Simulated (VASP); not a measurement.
Write the native input for VASP 6.6.1 that does the following.

```yaml
Task: single point
Functional: PBE
Potentials_or_basis: VASP PAW PBE potentials, release 64 (W_sv, C)
Cutoff: 600 eV
k_mesh: 12 × 12 × 10
Occupations: gaussian, width 0.1 eV
Spin: no spin polarisation
Further_INCAR_settings: ALGO = Fast; EDIFF = 1e-07
```

The structure of WC lies in POSCAR:

```
WC
1.0
    2.9065000000      0.0000000000      0.0000000000
   -1.4532500000      2.5171028400      0.0000000000
    0.0000000000      0.0000000000      2.8366000000
W C
1 1
Direct
    0.0000000000      0.0000000000      0.0000000000
    0.6666666700      0.3333333300      0.5000000000
```

These files were run (other wordings do the same):

INCAR

```
SYSTEM = WC
ALGO     = Fast           ! electronic algorithm
EDIFF    = 1E-7           ! SCF threshold, eV
ENCUT    = 600            ! plane-wave cutoff, eV
GGA      = PE             ! functional
ISIF     = 2              ! what is computed and relaxed
ISMEAR   = 0              ! smearing method
LASPH    = .True.         ! aspherical terms in the spheres
LCHARG   = .False.        ! write CHGCAR
LREAL    = .False.        ! projectors in reciprocal space
LWAVE    = .False.        ! write WAVECAR
NELM     = 100            ! most SCF steps
PREC     = Accurate       ! precision mode
SIGMA    = 0.1            ! smearing width, eV
```

KPOINTS

```
k-points
0
Gamma
  12 12 10
  0 0 0
```

Potentials or basis: VASP PAW PBE potentials, release 64 (W_sv, C).

Launch:

```console
$ cat potpaw_PBE.64/W_sv/POTCAR potpaw_PBE.64/C/POTCAR > POTCAR
$ mpirun -np 1 vasp_std > vasp.out
```

It gave:

```json
{
  "Pressure": "6.7 GPa",
  "Band gap on the k mesh": "none (metal or under the smearing width)"
}
```

Wall time 20 s on 1 thread of Intel(R) Xeon(R) Platinum 8488C (Sapphire Rapids), on a shared host, peak memory 0.17 GiB.
